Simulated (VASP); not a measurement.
H2, in a box:

```xyz
2
Lattice="10.0000 0.0000 0.0000 0.0000 10.0000 0.0000 0.0000 0.0000 10.0000" Properties=species:S:1:pos:R:3 pbc="T T T"
H     5.0000    5.0000    4.6750
H     5.0000    5.0000    5.3250
```

Program: VASP 6.6.1. Alike in all runs: task single point; potentials or basis VASP PAW PBE potentials, release 64 (H); no spin polarisation; cell as given; k mesh 1 × 1 × 1; cutoff (eV) 450; smearing gaussian 0.02 eV.

Problem. Order these runs on this cell by their band gap on the k mesh, lowest first.
A. level PBE+D3(BJ)
B. level HSE06; grid for exact exchange (PRECFOCK) Fast; screening parameter 0.2 1/A
C. level r2SCAN

Solution. A (10.66 eV), C (11.42 eV), B (11.95 eV).

